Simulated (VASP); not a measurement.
VASP input:

INCAR:
```
ALGO=Normal
EDIFF=1E-6
ENCUT=400
GGA=PE
ISIF=2
ISMEAR=0
LASPH=T
LCHARG=F
LREAL=F
LWAVE=F
NELM=100
PREC=Accurate
SIGMA=0.01
SYSTEM=SiO2
```

POSCAR:
```
SiO2
1
    4.8541200000     0.0000000000     0.0000000000
   -2.4270600000     4.2037910000     0.0000000000
    0.0000000000     0.0000000000     5.3626480000
Si O
3 6
Direct
  0.0000000000   0.4688000000   0.3333330000
  0.5312000000   0.5312000000   0.0000000000
  0.4688000000   0.0000000000   0.6666670000
  0.1445400000   0.7314400000   0.5478200000
  0.2685600000   0.4131000000   0.2144870000
  0.5869000000   0.8554600000   0.8811530000
  0.7314400000   0.1445400000   0.4521800000
  0.4131000000   0.2685600000   0.7855130000
  0.8554600000   0.5869000000   0.1188470000
```

File KPOINTS:
```
Automatic mesh
0
Gamma
8 8 6
0 0 0
```

POTCAR, in this order: Si O (PBE.64 set). Program: vasp_std.

Write an equivalent input for Quantum ESPRESSO's pw.x.

One equivalent input (not run):
```
&CONTROL
  calculation = 'scf'
  pseudo_dir = './pseudo'
  outdir = './out'
  tprnfor = .true.
  tstress = .true.
/
&SYSTEM
  ibrav = 0
  nat = 9
  ntyp = 2
  ecutwfc = 84
  occupations = 'smearing'
  smearing = 'gaussian'
  degauss = 0.000735
  input_dft = 'pbe'
/
&ELECTRONS
  conv_thr = 7.3e-08
  electron_maxstep = 100
/
ATOMIC_SPECIES
  Si 28.085 Si.upf
  O 15.999 O.upf
CELL_PARAMETERS angstrom
     4.8541200    0.0000000    0.0000000
    -2.4270600    4.2037910    0.0000000
     0.0000000    0.0000000    5.3626480
ATOMIC_POSITIONS crystal
  Si   0.0000000  0.4688000  0.3333330
  Si   0.5312000  0.5312000  0.0000000
  Si   0.4688000  0.0000000  0.6666670
  O    0.1445400  0.7314400  0.5478200
  O    0.2685600  0.4131000  0.2144870
  O    0.5869000  0.8554600  0.8811530
  O    0.7314400  0.1445400  0.4521800
  O    0.4131000  0.2685600  0.7855130
  O    0.8554600  0.5869000  0.1188470
K_POINTS automatic
  8 8 6 0 0 0
```
What does not carry over: the potentials are each code's own (VASP's PAW set, PseudoDojo norm-conserving files in pw.x), so ENCUT and ecutwfc are chosen apart and not converted; conv_thr bounds pw.x's estimated SCF error, while EDIFF bounds the energy change between steps.

The structure comes from a computed database's SiO2 entry; how it stands against other phases isn't given here. The cell was not relaxed at this level.
